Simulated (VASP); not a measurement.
Given:

```yaml
crystal:
  lattice:
    - [3.12037, 0.00000, 0.00000]
    - [-1.56018, 2.70232, 0.00000]
    - [0.00000, 0.00000, 5.08072]
  atoms:
    - { symbol: Ga, position: [0.66667, 0.33333, 0.49908] }
    - { symbol: Ga, position: [0.33333, 0.66667, 0.99908] }
    - { symbol: N, position: [0.66667, 0.33333, 0.87592] }
    - { symbol: N, position: [0.33333, 0.66667, 0.37592] }
```

Method: PBE GGA, VASP's PBE PAW potentials (set 64) (plane waves; VASP). Numerical set-up: 400 eV cut-off, 10×10×5 Γ-centred mesh, Gaussian smearing of 0.010 eV, potentials Ga_d N.

**Question.** Give the energies of bands 13 to 21 at the high-symmetry points, in eV from the valence-band maximum.

**Answer.** 
```csv
band,Γ,M,K,A,L,H
13,-7.50,-6.78,-5.72,-3.96,-6.96,-6.46
14,-1.12,-5.53,-5.56,-3.96,-6.96,-6.46
15,-1.12,-4.50,-5.56,-0.57,-2.11,-4.54
16,-0.04,-2.98,-3.21,-0.57,-2.11,-4.54
17,0.00,-2.39,-3.21,-0.57,-2.03,-1.60
18,0.00,-1.08,-2.95,-0.57,-2.03,-1.60
19,2.34,5.24,5.14,4.66,4.60,6.80
20,4.67,5.91,8.38,4.66,4.60,6.80
21,9.58,6.26,8.38,8.82,8.17,7.50
```

The gap is direct, 2.34 eV, from the valence maximum at Γ to the conduction minimum at Γ.

The structure comes from a computed database's GaN entry; how it stands against other phases isn't given here. The cell was not relaxed at this level.
